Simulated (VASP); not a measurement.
Consider the following.

```xyz
8
Lattice="0.0000 3.0905 3.0905 3.0905 0.0000 3.0905 12.3610 12.3610 0.0012" Properties=species:S:1:pos:R:3 pbc="T T T"
Cd    12.2591    12.2591     0.1031
Cd     6.2764     6.2764     6.0858
Cd     9.3077     9.3077     6.1451
Cd     9.2396     9.2396     0.0320
Te     1.5675     1.5675     1.5231
Se     4.6928     4.6928     1.4883
Se     7.7180     7.7180     1.5536
Se    10.7450    10.7450     1.6172
```

Computed with PBEsol GGA, VASP's PBE PAW potentials (set 64) (plane waves; VASP 6.6.1). Settings: 400 eV cut-off, Gaussian smearing of 0.050 eV, potentials Cd Te Se.

Task: Give the energies of bands 27 to 40 at the high-symmetry points, in eV from the Fermi level.

Result: 
| band | Γ | T | H2 | L | S0 | F |
|---|---|---|---|---|---|---|
| 27 | -3.15 | -1.72 | -4.51 | -4.49 | -4.51 | -4.49 |
| 28 | -1.33 | -1.69 | -4.33 | -4.41 | -4.33 | -4.35 |
| 29 | -1.33 | -1.31 | -3.11 | -2.55 | -3.11 | -2.54 |
| 30 | -1.05 | -1.31 | -3.05 | -2.47 | -3.04 | -2.45 |
| 31 | -1.05 | -1.11 | -2.93 | -2.35 | -2.95 | -2.40 |
| 32 | -0.81 | -1.11 | -2.62 | -2.10 | -2.62 | -2.25 |
| 33 | -0.81 | -0.77 | -2.01 | -1.80 | -2.03 | -1.97 |
| 34 | -0.46 | -0.77 | -1.95 | -1.66 | -1.94 | -1.68 |
| 35 | 0.00 | -0.01 | -1.80 | -1.55 | -1.80 | -1.17 |
| 36 | 0.00 | -0.01 | -1.63 | -1.00 | -1.62 | -0.96 |
| 37 | 0.00 | 0.91 | 3.13 | 2.32 | 3.09 | 1.70 |
| 38 | 1.48 | 1.06 | 3.24 | 2.38 | 3.32 | 2.41 |
| 39 | 1.50 | 1.53 | 3.52 | 2.64 | 3.44 | 2.89 |
| 40 | 2.43 | 2.39 | 3.71 | 2.92 | 3.75 | 2.93 |

It has no gap at this level: it comes out as a metal or semimetal.

The structure was generated: Cd4Se3Te was put into an ordered model structure (R3m), which need not be its known phase. It was relaxed first.
